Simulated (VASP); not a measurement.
# Shielding tensors and field gradients of KMgF3, part 3 of 4

Wanted: the shieldings and field gradients at the nuclei of KMgF3. The cell has space group Pm-3m. The start is a cell from a database of measured crystal structures.

VASP 6.6.1, plane waves and PAW; the level of theory is named at each step.

So far. Step 2 (Relaxation): The forces stay under 1e-4 eV/Å. Step 3 (Ground state): The cell has a gap of 6.97 eV on this mesh and a pressure of -4.7 GPa, which holds the misfit of the given cell and coordinates with this functional, and any error of cutoff, mesh and data sets.

## 4. Shielding tensors (continued)

Level of this step: chemical shifts by linear response (GIPAW), LDA; plane waves and PAW (K_sv, Mg, F) (VASP).

Valence and core; the G = 0 term is that of a spherical sample. NMR shielding, by row:

```tsv
atom	isotropic shielding (ppm)	span (ppm)	skew	isotropic shielding without the G = 0 term (ppm)
K1	1174	0	-	1165
Mg2	570.7	0	-	561.7
F3	325.9	1.678	1	317
F4	325.9	1.678	1	317
F5	325.9	1.678	1	317
```

Ordered as |Vzz| ≥ |Vxx| ≥ |Vyy|, the program's way. Electric field gradients, by row:

```tsv
atom	Vxx (V/Å²)	Vyy (V/Å²)	Vzz (V/Å²)	asymmetry
K1	0	0	0	-
Mg2	0	0	0	-
F3	-22.66	-22.66	45.31	0
F4	-22.66	-22.66	45.31	0
F5	-22.66	-22.66	45.31	0
```

## 5. Atoms moved

The atoms are moved at random, which breaks the symmetry and shows how shieldings follow the geometry.

The input, INCAR:

```
SYSTEM = KMgF3
PREC = Accurate
ENCUT = 560
EDIFF = 1E-09
NELM = 100
ISMEAR = 0
SIGMA = 0.01
LREAL = .FALSE.
ALGO = Normal
GGA = CA
NBANDS = 22
LWAVE = .FALSE.
LCHARG = .FALSE.
KPAR = 2
LCHIMAG = .TRUE.
LEFG = .TRUE.
DQ = 0.001
ICHIBARE = 1
LNMR_SYM_RED = .TRUE.
```

The input, POSCAR:

```
KMgF3
1.0
    3.9859000000      0.0000000000      0.0000000000
    0.0000000000      3.9859000000      0.0000000000
    0.0000000000      0.0000000000      3.9859000000
K Mg F
1 1 3
Direct
    0.5118380000      0.4695510000      0.4849050000
    0.0017920000     -0.0144240000      0.0213840000
    0.5058270000     -0.0164370000      0.0077770000
   -0.0041950000      0.5053060000      0.0027250000
    0.0340870000     -0.0226330000      0.5061690000
```

The input, KPOINTS:

```
Automatic mesh
0
Gamma
6 6 6
0 0 0
```

PAW data sets: K_sv, Mg and F (PBE family, release 64).

On the command line:

```bash
> mpirun -np 2 vasp_std
```

What it wrote:

```text
[... set-up lines as in an earlier step ...]
 entering main loop
       N       E                     dE             d eps       ncg     rms          rms(c)
DAV:   1     0.239118309558E+03    0.23912E+03   -0.18134E+04  5064   0.147E+03
DAV:   2    -0.162798019069E+02   -0.25540E+03   -0.24545E+03  6290   0.374E+02
DAV:   3    -0.281965564286E+02   -0.11917E+02   -0.11868E+02  6536   0.774E+01
DAV:   4    -0.288486085624E+02   -0.65205E+00   -0.65122E+00  7892   0.106E+01
DAV:   5    -0.288511709367E+02   -0.25624E-02   -0.25623E-02  6280   0.761E-01    0.792E+00
DAV:   6    -0.270675004203E+02    0.17837E+01   -0.63271E+00  5618   0.187E+01    0.440E+00
DAV:   7    -0.270073804489E+02    0.60120E-01   -0.20728E-01  6810   0.293E+00    0.272E+00
DAV:   8    -0.269687857577E+02    0.38595E-01   -0.71012E-02  5960   0.257E+00    0.318E-01
DAV:   9    -0.269677451071E+02    0.10407E-02   -0.15765E-02  6934   0.862E-01    0.135E-01
DAV:  10    -0.269676508881E+02    0.94219E-04   -0.14059E-03  6416   0.248E-01    0.848E-02
DAV:  11    -0.269676406853E+02    0.10203E-04   -0.36746E-05  6290   0.511E-02    0.446E-02
DAV:  12    -0.269676312507E+02    0.94347E-05   -0.48811E-05  5638   0.548E-02    0.120E-02
DAV:  13    -0.269676311593E+02    0.91380E-07   -0.26227E-06  6428   0.116E-02    0.356E-03
DAV:  14    -0.269676312062E+02   -0.46938E-07   -0.17992E-07  6936   0.228E-03    0.894E-04
DAV:  15    -0.269676312050E+02    0.11751E-08   -0.16636E-08  6270   0.103E-03    0.283E-04
DAV:  16    -0.269676312054E+02   -0.33424E-09   -0.73565E-10  4830   0.196E-04
ion   1
     0.0000000     0.0229288     0.0075694     0.0033239    -0.0221516    -0.0144373
     0.0000394     0.0229288     0.0075694     0.0033239    -0.0221516    -0.0144373
     0.0000543     0.0229288     0.0075694     0.0033239    -0.0221516    -0.0144373
     0.0000748     0.0229288     0.0075694     0.0033239    -0.0221516    -0.0144373
     0.0001030     0.0229288     0.0075694     0.0033238    -0.0221516    -0.0144373

     0.0000000     0.8605440     0.1470371     0.1504570    -0.6984989    -0.6379102
     0.0000394     0.8605396     0.1470365     0.1504562    -0.6984954    -0.6379070
     0.0000543     0.8605371     0.1470361     0.1504557    -0.6984934    -0.6379050
     0.0000748     0.8605328     0.1470354     0.1504549    -0.6984900    -0.6379018
     0.0001030     0.8605258     0.1470344     0.1504536    -0.6984844    -0.6378966

ion   2
     0.0000000     0.0092466     0.0322465    -0.0135206     0.0546809    -0.0577508
     0.0000337     0.0092466     0.0322465    -0.0135206     0.0546809    -0.0577508
     0.0000464     0.0092466     0.0322465    -0.0135206     0.0546809    -0.0577508
     0.0000638     0.0092466     0.0322465    -0.0135206     0.0546809    -0.0577508
     0.0000879     0.0092466     0.0322465    -0.0135206     0.0546809    -0.0577508

     0.0000000     0.1037922     0.4985998    -0.1718488     0.7055176    -0.6769337
     0.0000337     0.1037921     0.4985993    -0.1718487     0.7055169    -0.6769330
     0.0000464     0.1037920     0.4985990    -0.1718485     0.7055164    -0.6769326
     0.0000638     0.1037919     0.4985985    -0.1718484     0.7055156    -0.6769318
     0.0000879     0.1037917     0.4985975    -0.1718480     0.7055143    -0.6769306

ion   3
     0.0000000    -0.0829363     0.1070400     3.6411825    -0.0868077    -6.2260450
     0.0000310    -0.0829363     0.1070400     3.6411825    -0.0868077    -6.2260449
     0.0000427    -0.0829363     0.1070400     3.6411824    -0.0868077    -6.2260448
     0.0000588    -0.0829363     0.1070400     3.6411824    -0.0868077    -6.2260447
     0.0000810    -0.0829363     0.1070400     3.6411822    -0.0868077    -6.2260445

     0.0000000    -0.3338642     0.3973286    16.9846742    -0.3540166   -29.0847537
     0.0000310    -0.3338641     0.3973285    16.9846673    -0.3540164   -29.0847419
     0.0000427    -0.3338640     0.3973284    16.9846627    -0.3540163   -29.0847341
     0.0000588    -0.3338639     0.3973282    16.9846550    -0.3540162   -29.0847209
     0.0000810    -0.3338636     0.3973279    16.9846421    -0.3540159   -29.0846988

ion   4
     0.0000000     0.0425211     0.0753356     3.4524666    -0.1060558     6.1090546
     0.0000310     0.0425211     0.0753356     3.4524665    -0.1060558     6.1090546
     0.0000427     0.0425211     0.0753356     3.4524665    -0.1060558     6.1090545
     0.0000588     0.0425211     0.0753356     3.4524664    -0.1060558     6.1090544
     0.0000810     0.0425211     0.0753356     3.4524663    -0.1060558     6.1090542

     0.0000000     0.1241423     0.2187143    16.2388883    -0.4026910    28.6417350
     0.0000310     0.1241422     0.2187142    16.2388817    -0.4026909    28.6417233
     0.0000427     0.1241422     0.2187141    16.2388773    -0.4026908    28.6417157
     0.0000588     0.1241422     0.2187140    16.2388699    -0.4026906    28.6417026
     0.0000810     0.1241421     0.2187139    16.2388575    -0.4026903    28.6416808

ion   5
     0.0000000     0.2696106     0.0082462    -6.7602838    -0.0278072    -0.0065804
     0.0000310     0.2696106     0.0082462    -6.7602838    -0.0278072    -0.0065804
     0.0000427     0.2696106     0.0082462    -6.7602837    -0.0278072    -0.0065804
     0.0000588     0.2696106     0.0082462    -6.7602836    -0.0278072    -0.0065804
     0.0000810     0.2696106     0.0082462    -6.7602833    -0.0278072    -0.0065804

     0.0000000     1.0580760     0.0581214   -31.8438475    -0.2142295    -0.0359382
     0.0000310     1.0580756     0.0581214   -31.8438345    -0.2142294    -0.0359381
     0.0000427     1.0580753     0.0581214   -31.8438260    -0.2142294    -0.0359381
     0.0000588     1.0580749     0.0581213   -31.8438115    -0.2142292    -0.0359381
     0.0000810     1.0580741     0.0581213   -31.8437872    -0.2142291    -0.0359381

   1 F= -.26967631E+02 E0= -.26967631E+02  d E =-.185282E-14
DAV:   1    -0.307773034762E+03   -0.30777E+03    0.00000E+00     0   0.000E+00
DAV:   2    -0.307773034762E+03    0.00000E+00    0.00000E+00     0   0.000E+00
BDIR= 1  IDIR= 2  IQ= -1
DAV:   1    -0.615544178853E+03   -0.61554E+03   -0.27182E-02  5684   0.115E+00
DAV:   2    -0.615544367224E+03   -0.18837E-03   -0.18837E-03  6194   0.275E-01
DAV:   3    -0.615544370852E+03   -0.36280E-05   -0.36280E-05  6860   0.265E-02
DAV:   4    -0.615544370928E+03   -0.76122E-07   -0.76134E-07  6820   0.318E-03
DAV:   5    -0.615544370929E+03   -0.50977E-09   -0.47126E-09  5326   0.316E-04
       N       E                     dE             d eps       ncg     rms
RMM:   1    -0.985706817815E+02   -0.98571E+02   -0.10201E+02  8083   0.641E+01
[...]
RLQ:   9    -0.211862861665E+01   -0.26395E-09   -0.89867E-10  5208   0.836E-05
BDIR= 3  IDIR= 1  IQ= -1
DAV:   1    -0.615545267513E+03   -0.61555E+03   -0.27263E-02  5624   0.115E+00
DAV:   2    -0.615545455677E+03   -0.18816E-03   -0.18816E-03  6220   0.275E-01
DAV:   3    -0.615545459496E+03   -0.38197E-05   -0.38197E-05  6878   0.273E-02
DAV:   4    -0.615545459573E+03   -0.76749E-07   -0.76722E-07  6858   0.325E-03
DAV:   5    -0.615545459573E+03   -0.45247E-09   -0.46965E-09  5298   0.317E-04
       N       E                     dE             d eps       ncg     rms
RMM:   1    -0.985618748357E+02   -0.98562E+02   -0.10198E+02  8077   0.641E+01
RMM:   2    -0.100228108726E+03   -0.16662E+01   -0.66432E+00  9674   0.803E+00
RMM:   3    -0.100356262326E+03   -0.12815E+00   -0.36968E-01 10180   0.166E+00
RMM:   4    -0.100364527124E+03   -0.82648E-02   -0.22565E-02 10268   0.379E-01
RMM:   5    -0.100365011614E+03   -0.48449E-03   -0.18230E-03 10594   0.986E-02
RMM:   6    -0.100365045929E+03   -0.34315E-04   -0.98998E-05 10316   0.231E-02
RMM:   7    -0.100365048237E+03   -0.23087E-05   -0.92252E-06  9801   0.620E-03
RMM:   8    -0.100365048392E+03   -0.15496E-06   -0.43445E-07  7822   0.149E-03
RMM:   9    -0.100365048404E+03   -0.12071E-07   -0.50709E-08  7277   0.436E-04
RMM:  10    -0.100365048405E+03   -0.78528E-09   -0.20066E-09  6066   0.126E-04
BDIR= 3  IDIR= 1  IQ=  0
DAV:   1    -0.615546481603E+03   -0.61555E+03   -0.11643E-09  3100   0.259E-04
DAV:   2    -0.615546481603E+03   -0.29786E-10   -0.74596E-11  2710   0.802E-05
       N       E                     dE             d eps       ncg     rms
RMM:   1    -0.985598758643E+02   -0.98560E+02   -0.10197E+02  8079   0.641E+01
RMM:   2    -0.100226012034E+03   -0.16661E+01   -0.66447E+00  9677   0.803E+00
RMM:   3    -0.100353655294E+03   -0.12764E+00   -0.36821E-01 10174   0.166E+00
RMM:   4    -0.100361893290E+03   -0.82380E-02   -0.22598E-02 10270   0.379E-01
RMM:   5    -0.100362375927E+03   -0.48264E-03   -0.18136E-03 10588   0.984E-02
RMM:   6    -0.100362410234E+03   -0.34307E-04   -0.99364E-05 10318   0.231E-02
RMM:   7    -0.100362412533E+03   -0.22988E-05   -0.91757E-06  9794   0.619E-03
RMM:   8    -0.100362412687E+03   -0.15370E-06   -0.43016E-07  7825   0.149E-03
RMM:   9    -0.100362412699E+03   -0.11952E-07   -0.50406E-08  7273   0.434E-04
RMM:  10    -0.100362412700E+03   -0.77455E-09   -0.19823E-09  6065   0.126E-04
BDIR= 3  IDIR= 1  IQ=  1
DAV:   1    -0.615547310930E+03   -0.61555E+03   -0.27263E-02  5612   0.115E+00
DAV:   2    -0.615547499164E+03   -0.18823E-03   -0.18823E-03  6220   0.275E-01
DAV:   3    -0.615547502987E+03   -0.38226E-05   -0.38226E-05  6860   0.273E-02
DAV:   4    -0.615547503063E+03   -0.76597E-07   -0.76614E-07  6838   0.325E-03
DAV:   5    -0.615547503064E+03   -0.52432E-09   -0.50597E-09  5298   0.322E-04
       N       E                     dE             d eps       ncg     rms
RMM:   1    -0.985572684053E+02   -0.98557E+02   -0.10196E+02  8077   0.641E+01
RMM:   2    -0.100222935972E+03   -0.16657E+01   -0.66430E+00  9676   0.803E+00
RMM:   3    -0.100350387220E+03   -0.12745E+00   -0.36783E-01 10173   0.166E+00
RMM:   4    -0.100358619536E+03   -0.82323E-02   -0.22559E-02 10270   0.379E-01
RMM:   5    -0.100359100947E+03   -0.48141E-03   -0.18100E-03 10594   0.983E-02
RMM:   6    -0.100359135069E+03   -0.34123E-04   -0.98773E-05 10321   0.230E-02
RMM:   7    -0.100359137352E+03   -0.22828E-05   -0.91211E-06  9795   0.618E-03
RMM:   8    -0.100359137505E+03   -0.15323E-06   -0.42747E-07  7817   0.149E-03
RMM:   9    -0.100359137517E+03   -0.11911E-07   -0.50285E-08  7281   0.434E-04
RMM:  10    -0.100359137518E+03   -0.77340E-09   -0.19903E-09  6071   0.126E-04
BDIR= 3  IDIR= 2  IQ= -1
DAV:   1    -0.615544178853E+03   -0.61554E+03   -0.27182E-02  5684   0.115E+00
DAV:   2    -0.615544367224E+03   -0.18837E-03   -0.18837E-03  6194   0.275E-01
DAV:   3    -0.615544370852E+03   -0.36280E-05   -0.36280E-05  6860   0.265E-02
DAV:   4    -0.615544370929E+03   -0.76107E-07   -0.76134E-07  6820   0.318E-03
DAV:   5    -0.615544370929E+03   -0.43860E-09   -0.47131E-09  5326   0.316E-04
       N       E                     dE             d eps       ncg     rms
RMM:   1    -0.985650470206E+02   -0.98565E+02   -0.10198E+02  8086   0.641E+01
RMM:   2    -0.100222110737E+03   -0.16571E+01   -0.65845E+00  9650   0.802E+00
RMM:   3    -0.100353499420E+03   -0.13139E+00   -0.37933E-01 10231   0.169E+00
RMM:   4    -0.100362199771E+03   -0.87004E-02   -0.22566E-02 10185   0.383E-01
RMM:   5    -0.100362699816E+03   -0.50005E-03   -0.17909E-03 10631   0.999E-02
RMM:   6    -0.100362735906E+03   -0.36090E-04   -0.96519E-05 10252   0.232E-02
RMM:   7    -0.100362738266E+03   -0.23600E-05   -0.91200E-06  9770   0.618E-03
RMM:   8    -0.100362738423E+03   -0.15728E-06   -0.40942E-07  7774   0.147E-03
RMM:   9    -0.100362738434E+03   -0.11294E-07   -0.46778E-08  7356   0.423E-04
RMM:  10    -0.100362738435E+03   -0.72662E-09   -0.18510E-09  6052   0.123E-04
BDIR= 3  IDIR= 2  IQ=  0
DAV:   1    -0.615546481603E+03   -0.61555E+03   -0.11643E-09  3100   0.259E-04
DAV:   2    -0.615546481603E+03    0.32514E-10   -0.73890E-11  2710   0.802E-05
       N       E                     dE             d eps       ncg     rms
RMM:   1    -0.985635834720E+02   -0.98564E+02   -0.10198E+02  8085   0.641E+01
RMM:   2    -0.100220231131E+03   -0.16566E+01   -0.65815E+00  9648   0.802E+00
RMM:   3    -0.100351513341E+03   -0.13128E+00   -0.37886E-01 10230   0.169E+00
RMM:   4    -0.100360192595E+03   -0.86793E-02   -0.22492E-02 10188   0.383E-01
RMM:   5    -0.100360693314E+03   -0.50072E-03   -0.17916E-03 10623   0.100E-01
RMM:   6    -0.100360729585E+03   -0.36271E-04   -0.96131E-05 10255   0.232E-02
RMM:   7    -0.100360731936E+03   -0.23511E-05   -0.90979E-06  9755   0.618E-03
RMM:   8    -0.100360732094E+03   -0.15730E-06   -0.40844E-07  7769   0.147E-03
RMM:   9    -0.100360732105E+03   -0.11296E-07   -0.46629E-08  7358   0.424E-04
RMM:  10    -0.100360732106E+03   -0.72649E-09   -0.18421E-09  6038   0.122E-04
BDIR= 3  IDIR= 2  IQ=  1
DAV:   1    -0.615548399448E+03   -0.61555E+03   -0.27182E-02  5684   0.115E+00
DAV:   2    -0.615548588003E+03   -0.18856E-03   -0.18856E-03  6232   0.275E-01
DAV:   3    -0.615548591632E+03   -0.36285E-05   -0.36284E-05  6860   0.264E-02
DAV:   4    -0.615548591707E+03   -0.75447E-07   -0.75449E-07  6838   0.317E-03
DAV:   5    -0.615548591707E+03   -0.44815E-09   -0.47106E-09  5338   0.313E-04
       N       E                     dE             d eps       ncg     rms
RMM:   1    -0.985615337806E+02   -0.98562E+02   -0.10198E+02  8083   0.641E+01
RMM:   2    -0.100217438112E+03   -0.16559E+01   -0.65759E+00  9646   0.802E+00
RMM:   3    -0.100348860763E+03   -0.13142E+00   -0.37883E-01 10233   0.169E+00
RMM:   4    -0.100357546777E+03   -0.86860E-02   -0.22478E-02 10187   0.383E-01
RMM:   5    -0.100358047521E+03   -0.50074E-03   -0.17911E-03 10629   0.100E-01
RMM:   6    -0.100358083823E+03   -0.36302E-04   -0.96155E-05 10260   0.232E-02
RMM:   7    -0.100358086173E+03   -0.23507E-05   -0.91089E-06  9761   0.618E-03
RMM:   8    -0.100358086330E+03   -0.15697E-06   -0.40787E-07  7775   0.147E-03
RMM:   9    -0.100358086342E+03   -0.11261E-07   -0.46563E-08  7362   0.423E-04
RMM:  10    -0.100358086342E+03   -0.72382E-09   -0.18380E-09  6039   0.123E-04
       N       E                     dE             d eps       ncg     rms
RLQ:   1    -0.205743049625E+01   -0.20574E+01   -0.57783E+00  7601   0.166E+01
RLQ:   2    -0.211536719056E+01   -0.57937E-01   -0.12949E-01  9216   0.128E+00
RLQ:   3    -0.211924075954E+01   -0.38736E-02   -0.13718E-02  9918   0.273E-01
RLQ:   4    -0.211953610454E+01   -0.29535E-03   -0.71475E-04 10367   0.610E-02
RLQ:   5    -0.211955312644E+01   -0.17022E-04   -0.46616E-05  9832   0.154E-02
RLQ:   6    -0.211955418212E+01   -0.10557E-05   -0.31055E-06  8730   0.360E-03
RLQ:   7    -0.211955425540E+01   -0.73274E-07   -0.23898E-07  7765   0.917E-04
RLQ:   8    -0.211955425946E+01   -0.40588E-08   -0.11185E-08  6747   0.230E-04
RLQ:   9    -0.211955425972E+01   -0.26181E-09   -0.88311E-10  5243   0.838E-05
```

It took 27 min on 2 MPI ranks of Intel Xeon Platinum 8488C (Sapphire Rapids), shared host; peak memory 1.9 GiB.

(Continued in part 4 of 4.)

[Lines on the potential files, build, host, timing and source positions are cut from VASP's logs without a mark.]

[Logs are printed without paths, hosts, clocks, repeated set-up lines and the standing remarks that a program may print on its own settings, such as how far it seeks lower states.]

[Hosts, paths, dates, database ids (printed as entryN), source tags and the programs' standing remarks are cut or masked in the printed files.]
